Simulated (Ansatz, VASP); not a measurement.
# CdS (Greenockite): VASP beside Ansatz, part 2 of 2

One calculation is typed for both programs; each brings its own data sets. How far apart do they land? The cell is taken from a series of runs on this material, whose earlier steps may have relaxed, scaled, displaced or heated it; both programs get it as it stands.

VASP 6.6.1 and Ansatz 0.2.0.

So far: Set-up; VASP: relaxation of cell and atoms, LDA.

## Step 3: Ansatz: relaxation of cell and atoms, LDA

Level of this step: Ansatz beside VASP: Kohn-Sham DFT, plane waves, LDA (Ansatz).

Ansatz runs on its default PAW (the set named soft_2) files.

The same cell, functional (in two slightly different forms) and mesh now go to Ansatz, which takes its cutoff from its data sets.

Contents of input.yaml:

```yaml
crystal:
  lattice:
    - [4.0735341913, 0.0, 0.0]
    - [-2.0367670957, 3.5277840929, 0.0]
    - [0.0, 0.0, 6.6382535336]
  atoms:
    - { symbol: Cd, position: [0.3333333333, 0.6666666667, -0.0005357139] }
    - { symbol: Cd, position: [0.6666666667, 0.3333333333, 0.4994642861] }
    - { symbol: S, position: [0.3333333333, 0.6666666667, 0.3755357139] }
    - { symbol: S, position: [0.6666666667, 0.3333333333, 0.8755357139] }
kpoints:
  mp_grid: { grid: [9, 9, 4] }
hamiltonian:
  xc: lda
scf:
  occupations: { method: fixed }
output:
  forces: true
  stress: true
  eigenvalues: true
relax:
  adjacent_minimum: "off"
  f_tol: 0.001
  max_steps: 60
  cell: { stress_tol: 0.01 }
```

Command:

```sh
$ ansatz run input.yaml --threads 18 --pin off --max-ram 92160MiB --backend cuda --events-out ev --progress --plain --runs-dir out
```

Numbers of over 12 decimals in the logs are rounded to 6 here.

The log of the run:

```text
Engine: ansatz 0.2.0, aarch64-unknown-linux-gnu
Pseudopotentials: kind: paw
Pseudopotential: Cd, paw, valence charge 20, recommended cutoff 420 eV (normal), Cd.paw.azcp
Pseudopotential: S, paw, valence charge 6, recommended cutoff 420 eV (normal), S.paw.azcp
Functional definition: SPW92
  exchange = slater_x
  correlation = pw_c
device memory: the entry about to start is reckoned to put 2.2 GiB on a device that reports 182.5 GiB free
GPU FFT provider: cuFFT
GPU libraries: cuBLAS 13.8.1, cuFFT 12.4.0, cuSOLVER 12.3.2
GPU matrix products: emulated (plane waves: as basis.precision tells), large ones in fixed point in workspaces of 1.00 GiB
Crystal: 4 atoms, lattice volume = 95.395 Å³
Basis set: ecut = 420 eV, 1811 PW (Γ)
Bands: 32, of which v1, the nominal top of the filled ones, is band 26 counted from 1 (25 counted from 0)
Symmetry: 12 space group operations
Space group: P63mc (ITA 186), of the structure as read, at distance tolerance 4.6e-5 Å
k-points: 36 of 324 (time reversal used)
Non-local potential: Cd, projectors of the file, l = 0: 3, l = 1: 2, l = 2: 2, l = 3: 1
Non-local potential: S, projectors of the file, l = 0: 2, l = 1: 2, l = 2: 2
PAW form: soft (Blöchl's): semilocal exchange-correlation on the pseudo side does not see the compensation charge
PAW frozen core: Cd, regenerated for the run's functional, and the local potential with it (the file was generated under x = pbe(κ = 0.804, μ = 0.219515), c = pbe(β = 0.066725))
PAW frozen core: S, regenerated for the run's functional, and the local potential with it (the file was generated under x = pbe(κ = 0.804, μ = 0.219515), c = pbe(β = 0.066725))
PAW one-centre angular grid: Cd, 590 points (default); XC on 64 Gauss nodes
PAW one-centre angular grid: S, 110 points (default); XC on 64 Gauss nodes
Initial density: superposition of atomic densities (neutral atoms: chi_scale 0, normalization atom), corrected by the library's trained network
Initial wavefunctions: pseudopotential atomic-orbital guess
GPU buffer pool allocated for 40500 grid points (all kernels)
GPU transforms: local potential and band sums: pruned to the plane-wave sphere, on 27×27×45
Functional: x = slater, c = lda
SCF iter   1: F=—  HF=-17977.313057 eV  |F-HF|=—  |Δ(HF+E_count)|=         —  Δρ=8.40e-3  dr2=6.36e-2  ethr=1.77e-3  ⟨swp⟩=4.4  Hψ=3911  notcnv=0  defer=141
preconditioner: auto → Resta (q_TF=auto, 2.466 Å⁻¹)  ε∞=4.9  [insulator: Δε(μ)=0.934 eV  Ē_g=11.610 eV  n_scr=22 (ndim 8)  ℏωp=22.8 eV  f_vac=0.115  ε∞_Penn≈4.9]
SCF iter   2: F=—  HF=-17977.296325 eV  |F-HF|=—  |Δ(HF+E_count)|=   1.67e-2  Δρ=3.45e-3  dr2=1.17e-2  ethr=1.22e-4  ⟨swp⟩=3.0  Hψ=2273  notcnv=0  defer=143
SCF iter   3: F=—  HF=-17977.293295 eV  |F-HF|=—  |Δ(HF+E_count)|=   3.03e-3  Δρ=9.63e-4  dr2=7.88e-4  ethr=2.26e-5  ⟨swp⟩=2.0  Hψ=1360  notcnv=0  defer=143
SCF iter   4: F=—  HF=-17977.293403 eV  |F-HF|=—  |Δ(HF+E_count)|=   1.08e-4  Δρ=2.56e-4  dr2=7.99e-5  ethr=1.52e-6  ⟨swp⟩=2.1  Hψ=1731  notcnv=0  defer=143
SCF iter   5: F=—  HF=-17977.294021 eV  |F-HF|=—  |Δ(HF+E_count)|=   6.18e-4  Δρ=7.25e-5  dr2=6.12e-6  ethr=1.54e-7  ⟨swp⟩=2.8  Hψ=1872  notcnv=0  defer=72
SCF iter   6: F=—  HF=-17977.294025 eV  |F-HF|=—  |Δ(HF+E_count)|=   3.21e-6  Δρ=1.18e-5  dr2=2.03e-7  ethr=1.18e-8  ⟨swp⟩=2.2  Hψ=1296  notcnv=0  defer=72
SCF iter   7: F=-17977.294025 eV  HF=-17977.294025 eV  |F-HF|=3.33e-9  |Δ(HF+E_count)|=   1.46e-7  Δρ=2.71e-6  dr2=7.99e-9  ethr=1.92e-10  ⟨swp⟩=9.1  Hψ=5651  notcnv=0
SCF 1 converged in 7 iterations: F = -17977.294025 eV  dr2 = 7.99e-9
  greatest PAW one-centre occupation: 1.000 electrons in one spin orbital (limit 2), on the Cd atom at site 1 (counted from 0), in its partial waves of l = 0
relax step   1: F+E_penalty+E_count = -17977.29402483 eV  Δ(F+E_penalty+E_count) = +0.000e0 eV  max|allowed force component| = 1.309e-4 eV/Å  Δτ_max = 0.0000 Å  P = +0.002 GPa  Ω = 95.395 Å³  (7 SCF iters, dr2 threshold 1.00e-7 eV, accepted)
device memory: the entry about to start is reckoned to put 2.2 GiB on a device that reports 182.5 GiB free
GPU FFT provider: cuFFT
GPU libraries: cuBLAS 13.8.1, cuFFT 12.4.0, cuSOLVER 12.3.2
GPU matrix products: emulated (plane waves: as basis.precision tells), large ones in fixed point in workspaces of 1.00 GiB
Initial density: handed on by an earlier stage of this run
Initial wavefunctions: pseudopotential atomic-orbital guess (no wavefunctions were taken with the density)
GPU buffer pool allocated for 40500 grid points (all kernels)
GPU transforms: local potential and band sums: pruned to the plane-wave sphere, on 27×27×45
iter 1 solved again at ethr=9.47e-8 eV; its pass at ethr=3.10e-3 eV (dr2=4.93e-5 eV) is discarded
SCF iter   1: F=—  HF=-17977.292694 eV  |F-HF|=—  |Δ(HF+E_count)|=         —  Δρ=2.51e-6  dr2=6.86e-9  ethr=9.47e-8  ⟨swp⟩=3.0  Hψ=6887  notcnv=0  defer=142
eigensolver tolerance schedule: the retry pair's looser diagonalisation over-reported the residual by 7184.73 of it (diagonalisation noise at 0.28 of the residual, at the tolerance the schedule requests for it); recorded, not acted on — ethr = c·dr2/N_el stays at c = 1.0e-1
preconditioner: auto → Resta (q_TF=auto, 2.466 Å⁻¹)  ε∞=4.8  [insulator: Δε(μ)=1.027 eV  Ē_g=11.674 eV  n_scr=22 (ndim 8)  ℏωp=22.8 eV  f_vac=0.100  ε∞_Penn≈4.8]
SCF iter   2: F=—  HF=-17977.294025 eV  |F-HF|=—  |Δ(HF+E_count)|=   1.33e-3  Δρ=1.77e-6  dr2=3.63e-9  ethr=1.32e-11  ⟨swp⟩=2.6  Hψ=2091  notcnv=0  defer=140
SCF iter   3: F=—  HF=-17977.294025 eV  |F-HF|=—  |Δ(HF+E_count)|=   2.52e-9  Δρ=1.03e-6  dr2=1.12e-9  ethr=6.98e-12  ⟨swp⟩=2.0  Hψ=1728  notcnv=0  defer=140
SCF iter   4: F=—  HF=-17977.294025 eV  |F-HF|=—  |Δ(HF+E_count)|=  2.62e-10  Δρ=4.91e-7  dr2=2.58e-10  ethr=2.15e-12  ⟨swp⟩=2.0  Hψ=1277  notcnv=0  defer=140
SCF iter   5: F=—  HF=-17977.294025 eV  |F-HF|=—  |Δ(HF+E_count)|=  5.82e-11  Δρ=6.51e-8  dr2=5.19e-12  ethr=1.00e-12  ⟨swp⟩=2.0  Hψ=1311  notcnv=0  defer=140
SCF iter   6: F=-17977.294025 eV  HF=-17977.294025 eV  |F-HF|=7.28e-12  |Δ(HF+E_count)|=  7.28e-12  Δρ=1.62e-8  dr2=3.20e-13  ethr=1.00e-12  ⟨swp⟩=9.9  Hψ=6106  notcnv=0
SCF 2 converged in 6 iterations: F = -17977.294025 eV  dr2 = 3.20e-13
relax step   2: F+E_penalty+E_count = -17977.29402483 eV  Δ(F+E_penalty+E_count) = +6.614e-9 eV  max|allowed force component| = 1.339e-4 eV/Å  Δτ_max = 0.0000 Å  P = +0.002 GPa  Ω = 95.395 Å³  stress off target by 2.40e-3 GPa  SCF on the basis re-selected at this cell (its energy is not comparable with the rows above)  (6 SCF iters)
basis re-selected at this cell: Δ(F+E_penalty+E_count) = +6.614e-9 eV, ΔP = -0.000 GPa vs the last step (what re-selecting the basis moved, of the pressure what is left beyond the Pulay correction that the steps carried, after the strain that the cell walked since its last selection, with what the two solves' SCF thresholds leave and, on support functions, any second-order correction that the steps lacked; it is no m [...]
SCF converged after 6 iterations
Free energy (F): -17977.294025 eV
Harris-Foulkes:  -17977.294025 eV  (|F-HF|=7.28e-12)
Internal energy: -17977.294025 eV  (E = F + TS)
E sigma→0 (E₀):  -17977.294025 eV
Fermi energy:    7.201454 eV
--- Per-component energies (eV) ---
  E_band       = -1003.625333
  E_kinetic    = 1225.790764
  E_local      = -7927.727802  (includes V_loc(G=0)·N_el)
  E_nonlocal   = 140.823316
  E_hartree    = 3634.898728
  E_xc         = -543.908893
  E_vxc        = -618.741347  (∫ρ·V_xc dr)
  E_paw        = -9032.459540  (= ΣΔE_a)
  E_vpaw       = -1093.567731  (= ΣTr[D̂ρ^β])
  E_aug_tail   = 0.000026  (compensation charges beyond the density's cutoff)
  E_ewald      = -5476.550158
  E_core_change = 1.839533  (= ΣΔE_core)
  E_smearing   = -0.000000  (= −TS)
  E_closure    = 0.000000  (closes the sum)
  Σ components = -17977.294025   (vs F -17977.294025, Δ=0.00e0)
--- Forces (eV/Å), atoms counted from 1 ---
  atom   1  Cd     0.00000000    -0.00000000    -0.00013396
  atom   2  Cd    -0.00000000     0.00000000    -0.00013396
  atom   3  S      0.00000000     0.00000000     0.00013392
  atom   4  S     -0.00000000     0.00000000     0.00013392
  max |Σ_I F_I| component: 7.75e-8 eV/Å
--- Stress (GPa, compression-positive) ---
        0.002398      -0.000000      -0.000000
       -0.000000       0.002398      -0.000000
       -0.000000       0.000000       0.001388
  P = ⅓ Tr σ = 0.0021 GPa (0.021 kbar)
--- Band table (eV; the first three rows and the last of 36) ---
  k-point 0: bands = [... 22 lower, 6.3679, 7.1398, 7.2015, 7.2015, 8.2280, 9.8105, 13.4705, 13.4705, ... 2 higher]
  k-point 1: bands = [... 22 lower, 6.4821, 6.4821, 7.0707, 7.0707, 9.1740, 9.8893, 13.2588, 13.5444, ... 2 higher]
  k-point 2: bands = [... 22 lower, 6.7681, 6.7681, 6.7681, 6.7681, 9.9069, 9.9069, 13.1845, 13.1845, ... 2 higher]
  k-point 35: bands = [... 22 lower, 4.5148, 4.5148, 5.9556, 5.9556, 11.4549, 11.4549, 13.0617, 13.0617, ... 2 higher]
--- Relaxed structure (1 steps of the walk, 1 accepted, 1 SCFs on fresh bases) ---
  F+E_penalty+E_count = -17977.29402483 eV   max|allowed force component| = 1.339e-4 eV/Å   (the final SCF, on the basis selected at the relaxed cell)
  cell:  # Å, volume = 95.3953 Å³
    - [4.073534, 2.8867313515809903e-11, 0.0]
    - [-2.036767, 3.527784, 0.0]
    - [0.0, 0.0, 6.6382535336]
  atoms:
    - { symbol: Cd, position: [0.333333, 0.666667, -0.0005357139] }
    - { symbol: Cd, position: [0.666667, 0.333333, 0.4994642861] }
    - { symbol: S, position: [0.333333, 0.666667, 0.375536] }
    - { symbol: S, position: [0.666667, 0.333333, 0.875536] }
```

## Step 4: Comparison

Known differences besides the potentials themselves: the two LDA forms differ slightly; fixed occupations in Ansatz, narrow Gaussian smearing in VASP; the data sets hold 52 valence electrons in Ansatz (on its default PAW (the set named soft_2) files) and 36 in VASP; the cutoff is 420 eV in Ansatz and 500 eV in VASP; VASP's log shows a relativistic correction to its local exchange, Ansatz's none; Ansatz adds a Pulay correction to the stress that steers its cell, VASP none. Total energies have different zeros and are not compared.

Compared:

```tsv
quantity	Ansatz	VASP	difference
volume (Å³)	95.40	96.16	-0.80 %
edge a after relaxation, in the typed setting (Å)	4.074	4.084	-0.27 %
edge c after relaxation, in the typed setting (Å)	6.638	6.656	-0.27 %
```

## Step 5: Outcome

```yaml
difference_in_volume_relaxation_of_cell_and_atoms_lda: -0.80 %
```

**Reading.** The difference in volume is -0.80 % (relaxation of cell and atoms, LDA), within the 1.2 % picked in this series as the mark of a large difference, as far as the stopping tolerances let one tell. The data sets hold unlike numbers of valence electrons (52 in Ansatz and 36 in VASP), so part of the differences comes from the potentials. Such differences can come from data sets, numerical settings and the points named under the comparisons, not from the functional's error against experiment.

[Lines on the potential files, build, host, timing and source positions are cut from VASP's logs without a mark.]

[Logs are printed without paths, hosts, clocks, repeated set-up lines and the standing remarks that a program may print on its own settings, such as how far it seeks lower states.]

[Hosts, paths, dates, database ids (printed as entryN), source tags and the programs' standing remarks are cut or masked in the printed files.]
